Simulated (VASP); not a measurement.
OSZICAR of a VASP run on PbS (rock salt):

OSZICAR:
```
       N       E                     dE             d eps       ncg     rms          rms(c)
DAV:   1     0.168041851808E+03    0.16804E+03   -0.98184E+03   560   0.145E+03
DAV:   2     0.930429318993E+01   -0.15874E+03   -0.15492E+03   632   0.352E+02
DAV:   3    -0.439873920302E+01   -0.13703E+02   -0.13632E+02   712   0.108E+02
DAV:   4    -0.478610777654E+01   -0.38737E+00   -0.38692E+00   628   0.223E+01
DAV:   5    -0.480069388176E+01   -0.14586E-01   -0.14586E-01   752   0.413E+00    0.416E+00
DAV:   6    -0.386322943672E+01    0.93746E+00   -0.33382E+00   774   0.129E+01    0.271E+00
DAV:   7    -0.387103182370E+01   -0.78024E-02   -0.20194E-01   584   0.259E+00    0.189E+00
DAV:   8    -0.387173126986E+01   -0.69945E-03   -0.27710E-02   584   0.196E+00    0.673E-01
DAV:   9    -0.387032053464E+01    0.14107E-02   -0.47328E-03   724   0.624E-01    0.222E-01
DAV:  10    -0.387048951612E+01   -0.16898E-03   -0.61528E-04   590   0.230E-01    0.122E-01
DAV:  11    -0.387048371672E+01    0.57994E-05   -0.37409E-05   644   0.836E-02    0.804E-03
DAV:  12    -0.387048369864E+01    0.18078E-07   -0.18307E-06   538   0.151E-02
   1 F= -.38704837E+01 E0= -.38704837E+01  d E =-.387048E+01
```

Q: Which electronic solver shows in the log?

A: It is blocked Davidson (ALGO = Normal, or the opening steps of other solvers). The INCAR had ALGO = Normal.

Q: Can the final energy be trusted as converged?

A: The calculation finished and met its thresholds. It stopped with EDIFF = 1E-6, NELM = 100, NSW = 60 and EDIFFG = -0.01 after 1 ionic step (vdW-DF2, plane waves, VASP's PBE PAW potentials (set 64)).

The compound is PbS in the rock salt structure. It was relaxed first, which changed the volume by +12 %. The start is the result of an earlier pass.
